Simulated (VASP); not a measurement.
Consider the following.

```
CsBr
1.0
    4.43428     0.00000     0.00000
    0.00000     4.43428     0.00000
    0.00000     0.00000     4.43428
Cs Br
1 1
Cartesian
  0.00000   0.00000   0.00000
  2.21714   2.21714   2.21714
```

These are PBE0 hybrid, VASP's PBE PAW potentials (set 64) (plane waves; VASP) values and carry that method's errors. Run with 520 eV cut-off, 4×4×4 Γ-centred mesh, Gaussian smearing of 0.050 eV, potentials Cs_sv Br.

Unless said otherwise, spin-orbit coupling is left out, though it shifts the bands of the heavy elements here.

Problem. What does the run give for the energy per atom (σ→0), band gap (on the k-mesh) with the smallest direct gap where there is one?

Solution. 
```
Property                                      Value
-----------------------------------  --------------
band gap (on the k-mesh)                    5.99 eV
smallest direct gap (on the k-mesh)         6.02 eV
energy per atom (σ→0)                -3.748 eV/atom
```

The absolute energy has meaning only against runs of the same code, potentials and settings.

The compound is CsBr in the CsCl type structure. This cell is one point of a volume scan, at 1.03 of the reference volume. The cell's shape comes from a PBE relaxation.
